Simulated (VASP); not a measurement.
Data:

```xyz
2
Lattice="2.8000 0.0000 0.0000 0.0000 2.8000 0.0000 0.0000 0.0000 3.6700" Properties=species:S:1:pos:R:3 pbc="T T T"
Cu     0.0000     0.0000     0.0000
Au     1.4000     1.4000     1.8350
```

These are PBE GGA, VASP's PBE PAW potentials (set 64) (plane waves; VASP 6.6.1) values and carry that method's errors. Settings: 400 eV cut-off, 10×10×8 Γ-centred mesh, first-order Methfessel-Paxton smearing of 0.10 eV, potentials Cu Au.

Unless said otherwise, spin-orbit coupling is left out, though it shifts the bands of the heavy elements here.

### Question
What does the run give for the energy per atom (σ→0), pressure, band gap (on the k-mesh) with the smallest direct gap where there is one?

### Answer

```json
{
  "band gap (on the k-mesh)": "none (metal, semimetal or under 0.01 eV)",
  "energy per atom (σ→0)": "-3.517 eV/atom",
  "pressure": "6.36 GPa"
}
```

The compound is CuAu in the L1_0 structure. The cell was not relaxed at this level.
